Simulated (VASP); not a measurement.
Write an ASE script for VASP 6.6.1 that does the following.

```yaml
Task: band structure
Functional: PBE
Dispersion: D3(BJ)
Potentials_or_basis: VASP PAW PBE potentials, release 64 (Li, Y_sv)
Cutoff: 500 eV
k_mesh: 8 × 8 × 5
Occupations: gaussian, width 0.1 eV
Spin: no spin polarisation
Further_INCAR_settings: ALGO = Fast; EDIFF = 1.00e-06; NBANDS = 20; ISYM = 0
```

The system is LiY.

```
Li Y
1.0
     3.69394    0.00000    0.00000
    -1.84697    3.19905    0.00000
     0.00000    0.00000    6.06525
Li Y
2 2
Direct
  0.33333 0.66667 0.00000
  0.66667 0.33333 0.50000
  0.33333 0.66667 0.38500
  0.66667 0.33333 0.88500
```

The cell was built by a generator and needn't be a form met in nature.

These files were run (other wordings do the same):

run.py

```python
from ase import Atoms
from ase.calculators.vasp import Vasp
from ase.dft.bandgap import bandgap

atoms = Atoms(
    ['Li', 'Li', 'Y', 'Y'],
    cell=[[3.69394343, 0.0, 0.0], [-1.84697172, 3.19904885, 0.0], [0.0, 0.0, 6.06524681]],
    scaled_positions=[[0.33333333, 0.66666667, 0.0], [0.66666667, 0.33333333, 0.5], [0.33333333, 0.66666667, 0.38499999], [0.66666667, 0.33333333, 0.88499999]],
    pbc=True,
)
calc = Vasp(
    directory='calc',
    xc='pbe',
    pp='PBE',
    setups='minimal',
    prec='Accurate',
    encut=500,
    ediff=1e-06,
    ismear=0,
    sigma=0.1,
    lreal=False,
    lasph=True,
    nelm=60,
    algo='Fast',
    isif=2,
    lwave=False,
    lcharg=True,
    lmaxmix=4,
    ivdw=12,
    kpts=[8, 8, 5],
    gamma=True,
    nbands=20,
)
atoms.calc = calc

print('energy (eV):', atoms.get_potential_energy())
print('free energy (eV):', atoms.get_potential_energy(force_consistent=True))
efermi = calc.get_fermi_level()
print('Fermi level (eV):', efermi)
path = atoms.cell.bandpath(npoints=60, eps=1e-4)
print('path:', path.path)
calc.set(kpts=path.kpts, reciprocal=True, icharg=11, isym=0, lcharg=False)
calc.calculate(atoms)
print('gap on the path (eV):', bandgap(calc, efermi=efermi)[0])
print('direct gap on the path (eV):', bandgap(calc, efermi=efermi, direct=True)[0])
```

Potentials or basis: VASP PAW PBE potentials, release 64 (Li, Y_sv).

Run with:

```bash
$ python run.py
```

Results of the run:

```json
{
  "Band gap along the path": "none (metal or under the smearing width)",
  "Dispersion energy per atom": "-0.378 eV"
}
```

Caveat: the log is that of the step along the path at fixed density, whose energy, stress, charges and moments have no meaning.

Wall time 110 s on 1 thread of Intel(R) Xeon(R) Platinum 8488C (Sapphire Rapids), on a shared host, peak memory 0.24 GiB.
